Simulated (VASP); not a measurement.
W: energy against strain

W (bcc, Im-3m, 15.967 Å³/atom and stress up to 0.08 GPa in the relaxed cell, cube axes along x, y and z) under an equal strain ε along x and y, with z held. r2SCAN in VASP (plane waves, PAW), 480 eV, 20×20×20 Γ-centred mesh, Methfessel-Paxton smearing 0.10 eV.

Here s stands for strain and y for E less E0.

| strain (%) | E less E0 (meV/atom) |
|---|---|
| -3.00 | ? |
| -1.50 | 17.71 |
| -1.00 | 7.75 |
| -0.50 | 1.90 |
| 0.00 | 0.00 |
| 0.50 | 1.83 |
| 1.00 | 7.19 |
| 1.50 | 16.01 |

Fit y against s with a parabola, and predict the withheld value at s = -3.00.

Least squares gives y = -0.011 - 0.4493·s + 7.4957·s². Residuals (row less fit): 0.182, -0.184, -0.188, 0.011, 0.192, 0.155, -0.170; standard error 0.219 (degrees of freedom: 4). Twice the quadratic coefficient over the volume, 2 × 7.4957 meV × 10⁴ × 0.1602 / 15.967 Å³, is the elastic constants 2(C11 + C12) = about 1500 GPa. At the withheld row, y = -0.011 - 0.4493 × (-3.0) + 7.4957 × (-3.0)² = 68.798 meV/atom. The calculation gives 74.19 meV/atom, 5.392 meV/atom above the prediction (7.3 % of the range of y in the table). The row lies outside the fitted rows, so this is an extrapolation. From the scatter of the fitted rows alone, a prediction at this place has a standard error of 0.837 meV/atom, so the miss is 6.4 times that.

A polynomial of degree 3 through the 12 other runs of the series gives 73.85 there, so most of the miss is curvature that the fit leaves out. In a metal these values are sensitive to mesh and smearing; energies are taken to zero smearing, stresses follow the free energy. Spin-orbit coupling is left out, which can shift these values for the heavy elements here. Rows are the converged runs of the series near zero and its far end, less any whose ions stayed unrelaxed beside relaxed ones; series whose fitted rows scatter by over a few per cent of the range, as at a crossing or softening among them, aren't shown in this form. Most that stay on the fit to the last digits aren't either.
